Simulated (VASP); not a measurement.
Input of a VASP 6.6.1 run:

INCAR

```
  ALGO = Normal
  EDIFF = 1E-6
  EDIFFG = -0.005
  ENCUT = 600
  IBRION = 2
  ISIF = 3
  ISMEAR = 0
  LASPH = T
  LCHARG = F
  LMIXTAU = T
  LREAL = F
  LWAVE = F
  METAGGA = R2SCAN
  NELM = 100
  NSW = 40
  PREC = Accurate
  SIGMA = 0.05
```

KPOINTS

```
k-points
0
Gamma
  7 7 7
```

The input POSCAR:

```
GaGe7
1.0
    5.6800000000      0.0000000000      0.0000000000
    0.0000000000      5.6800000000      0.0000000000
    0.0000000000      0.0000000000      5.6800000000
Ga Ge
1 7
Direct
    0.0000000000      0.0000000000      0.0000000000
    0.0000000000      0.5000000000      0.5000000000
    0.5000000000      0.0000000000      0.5000000000
    0.5000000000      0.5000000000      0.0000000000
    0.2500000000      0.2500000000      0.2500000000
    0.2500000000      0.7500000000      0.7500000000
    0.7500000000      0.2500000000      0.7500000000
    0.7500000000      0.7500000000      0.2500000000
```

Potentials or basis: VASP PAW PBE potentials, release 64 (Ga_d, Ge_d).

The run is started by

```console
$ cat potpaw_PBE.64/Ga_d/POTCAR potpaw_PBE.64/Ge_d/POTCAR > POTCAR
$ mpirun -np 1 vasp_std > vasp.out
```

**Question.** What does it give for the relaxed volume?

**Answer.** 22.94 Å³/atom.

**Question.** Predict the band gap on the k mesh.

**Answer.** None (metal or under the smearing width).

**Question.** Predict the relaxed cell.

**Answer.** a = 5.683 Å, b = 5.683 Å, c = 5.683 Å, α = 90.00°, β = 90.00°, γ = 90.00°.

The path:
```csv
step,energy change (eV),largest force (eV/Å),pressure (GPa),volume (Å³)
1,0.0000,0.2235,0.16,183.25
2,-0.0067,0.0785,-0.06,183.87
3,-0.0073,0.0113,-0.17,184.15
4,-0.0073,0.0189,-0.16,184.13
5,-0.0077,0.0018,0.03,183.51
```

Caveat: the PAW data sets were made with another functional, which shifts forces and pressure a little.
